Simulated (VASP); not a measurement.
Method: PBE GGA with D3 dispersion (zero damping), VASP's PBE PAW potentials (set 64) (plane waves; VASP 6.6.1).

Input for VASP

**POSCAR**
```
NiAl
2.9170770
  0.9999998536   0.0000000000   0.0000000000
  0.0000000000   0.9999998536   0.0000000000
  0.0000000000   0.0000000000   0.9999998536
Al Ni
1 1
Cartesian
  0.4999999268   0.4999999268   0.4999999268
  0.0000000000   0.0000000000   0.0000000000
```

**INCAR**
```
SYSTEM = NiAl
PREC = Accurate; ENCUT = 520; LREAL = F
LASPH = T
EDIFF = 1E-7; NELM = 100; ALGO = Normal
LMAXMIX = 4
ISMEAR = 1; SIGMA = 0.1
GGA = PE; IVDW = 11
ISIF = 2
LWAVE = F; LCHARG = F
```

**KPOINTS**
```
Automatic mesh
0
Gamma
13 13 13
0 0 0
```

POTCAR, in this order: Al Ni (PBE.64 set). Program: vasp_std.

Output of the run:

OSZICAR:
```
       N       E                     dE             d eps       ncg     rms          rms(c)
DAV:   1     0.390317827702E+02    0.39032E+02   -0.57745E+03  1696   0.138E+03
DAV:   2    -0.105768693963E+02   -0.49609E+02   -0.46736E+02  1688   0.203E+02
DAV:   3    -0.118951331208E+02   -0.13183E+01   -0.13056E+01  1962   0.428E+01
DAV:   4    -0.119178414058E+02   -0.22708E-01   -0.22697E-01  1968   0.511E+00
DAV:   5    -0.119185592855E+02   -0.71788E-03   -0.71786E-03  1920   0.954E-01    0.116E+01
DAV:   6    -0.139165329790E+02   -0.19980E+01   -0.58847E+01  1878   0.130E+02    0.159E+01
DAV:   7    -0.105565246954E+02    0.33600E+01   -0.16763E+01  1858   0.782E+01    0.111E+00
DAV:   8    -0.105487153086E+02    0.78094E-02   -0.44092E-01  2102   0.833E+00    0.977E-01
DAV:   9    -0.105354482574E+02    0.13267E-01   -0.53554E-02  1968   0.374E+00    0.180E-01
DAV:  10    -0.105350629792E+02    0.38528E-03   -0.15192E-03  1932   0.589E-01    0.716E-02
DAV:  11    -0.105350584162E+02    0.45630E-05   -0.45823E-05  1996   0.705E-02    0.234E-02
DAV:  12    -0.105350568958E+02    0.15204E-05   -0.25706E-06  2114   0.269E-02    0.416E-03
DAV:  13    -0.105350562589E+02    0.63694E-06   -0.20614E-07  1000   0.534E-03    0.165E-03
DAV:  14    -0.105350562855E+02   -0.26595E-07   -0.11556E-07   876   0.323E-03
   1 F= -.11151892E+02 E0= -.11151999E+02  d E =0.323051E-03
```

OUTCAR:
```
------------------------ aborting loop because EDIFF is reached ----------------------------------------
 Edisp (eV)   -0.61684
  FORCE on cell =-STRESS in cart. coord.  units (eV):
  Direction    XX          YY          ZZ          XY          YZ          ZX
  --------------------------------------------------------------------------------------
  Total      -1.40012    -1.40012    -1.40012    -0.00000    -0.00000     0.00000
  in kB     -90.37137   -90.37137   -90.37137    -0.00000    -0.00000     0.00000
  external pressure =      -90.37 kB  Pullay stress =        0.00 kB
  volume of cell :       24.82
      direct lattice vectors                 reciprocal lattice vectors
     2.917076573  0.000000000  0.000000000     0.342808965  0.000000000  0.000000000
     0.000000000  2.917076573  0.000000000     0.000000000  0.342808965  0.000000000
     0.000000000  0.000000000  2.917076573     0.000000000  0.000000000  0.342808965
 POSITION                                       TOTAL-FORCE (eV/Angst)
 -----------------------------------------------------------------------------------
      1.45854      1.45854      1.45854         0.000000      0.000000      0.000000
      0.00000      0.00000      0.00000         0.000000      0.000000      0.000000
 -----------------------------------------------------------------------------------
    total drift:                                0.000000      0.000000      0.000000
  FREE ENERGIE OF THE ION-ELECTRON SYSTEM (eV)
  ---------------------------------------------------
  free  energy   TOTEN  =       -11.1518917922 eV

  energy  without entropy=      -11.1522148427  energy(sigma->0) =      -11.15199948
```
(Selected blocks of OUTCAR.)

**OUTCAR**
```
 val. band max:        9.4635114689   @ k =   0.3846   0.2308   0.1538

 cond. band min:       9.5752724187   @ k =   0.3846   0.3077   0.1538


 Fermi energy:         9.5032323231

 k-point     1 :       0.0000    0.0000    0.0000
  band No.  band energies     occupation
      1      -1.3274      2.00000
      2       6.4884      2.00000
      3       6.4884      2.00000
      4       8.0737      2.00000
      5       8.0737      2.00000
      6       8.0737      2.00000
      7      14.8843      0.00000
      8      14.8843      0.00000
      9      14.8843      0.00000
     10      17.5451      0.00000

 k-point     2 :       0.0769    0.0000    0.0000
  band No.  band energies     occupation
      1      -1.2212      2.00000
      2       6.4792      2.00000
      3       6.5126      2.00000
      4       8.0288      2.00000
      5       8.0288      2.00000
      6       8.0784      2.00000
      7      13.8188      0.00000
      8      15.0244      0.00000
      9      15.0244      0.00000
     10      17.5548      0.00000

 k-point     3 :       0.1538    0.0000    0.0000
  band No.  band energies     occupation
      1      -0.9044      2.00000
      2       6.4186      2.00000
      3       6.5803      2.00000
      4       7.9096      2.00000
      5       7.9096      2.00000
      6       8.0914      2.00000
      7      12.1294      0.00000
      8      15.4302      0.00000
      9      15.4302      0.00000
     10      17.5832      0.00000

 k-point     4 :       0.2308    0.0000    0.0000
  band No.  band energies     occupation
      1      -0.3822      2.00000
      2       6.1920      2.00000
      3       6.6781      2.00000
      4       7.7528      2.00000
      5       7.7528      2.00000
      6       8.1099      2.00000
      7      10.6254     -0.00000
      8      16.0675      0.00000
      9      16.0675      0.00000
     10      17.6279      0.00000

 k-point     5 :       0.3077    0.0000    0.0000
...
```

The compound is NiAl in the CsCl type structure. This cell is one point of a volume scan, at 1.06 of the reference volume. The run is not spin-polarised, so no magnetic state was tried. The electron count is odd and the run is not spin-polarised, which forces a metal.
